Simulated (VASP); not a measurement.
Consider the following.

```
Al
1.0
    0.00000     2.01772     2.01772
    2.01772     0.00000     2.01772
    2.01772     2.01772     0.00000
Al
1
Direct
  0.00000   0.00000   0.00000
```

Computed with PBE GGA, VASP's PBE PAW potentials (set 64) (plane waves; VASP). Numerical set-up: 500 eV cut-off, 15×15×15 Γ-centred mesh, first-order Methfessel-Paxton smearing of 0.10 eV, potentials Al.

Energy and stress use the plane-wave basis of the starting cell.

**Question.** The ions, cell shape and volume at an external pressure of 5.0 GPa are relaxed. Which structure does the run end with?

**Answer.** 
```
Al
1.0
    0.00000     1.98190     1.98190
    1.98190     0.00000     1.98190
    1.98190     1.98190     0.00000
Al
1
Cartesian
  0.00000   0.00000   0.00000
```
Space group Fm-3m (225), at a tolerance of 0.03 Å.

**Question.** How do energy and volume change from the first to the last step?

**Answer.** The energy (σ→0) changes by +13.1 meV/atom and the volume by -5.2 %, in 3 ionic steps.

```tsv
step	E(σ→0) (eV)	max force (eV/Å)	pressure (GPa)	volume (Å³)
1	-3.7456	0.000	0.13	16.43
2	-3.7213	0.000	7.08	15.27
3	-3.7325	0.000	5.01	15.57
```

The compound is Al in the fcc structure. This run relaxes it under an external pressure of 5 GPa. Symmetry was kept, so distortions that lower it aren't found.
